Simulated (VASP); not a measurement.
```xyz
2
Lattice="0.0000 2.7050 2.7050 2.7050 0.0000 2.7050 2.7050 2.7050 0.0000" Properties=species:S:1:pos:R:3 pbc="T T T"
Zn     0.0000     0.0000     0.0000
S      1.3525     1.3525     1.3525
```

Calculation: PBE GGA, VASP's PBE PAW potentials (set 64) (plane waves; VASP). Settings: 400 eV cut-off, 4×4×4 Γ-centred mesh, Gaussian smearing of 0.050 eV, potentials Zn S.

Gaps are read on the run's mesh, which can miss a band edge.

Problem. Estimate the energy per atom (σ→0), pressure, band gap (on the k-mesh) with the smallest direct gap where there is one.

Solution. 
The band gap (on the k-mesh) comes out as 2.09 eV and the smallest direct gap (on the k-mesh) comes out as 2.09 eV. The energy per atom (σ→0) comes out as -3400 meV/atom. The pressure is 1.56 GPa.

Total energies compare only between runs with the same potentials, cut-off and functional.

The compound is ZnS in the zinc blende structure. The cell was not relaxed at this level. The k-mesh is coarse (spacing up to 0.50 per Å, 2π included), so the numbers may not be converged in it. The run is one of a series of settings (KPOINTS 4×4×4 Γ-centred mesh against the base run), some of them coarse on purpose.
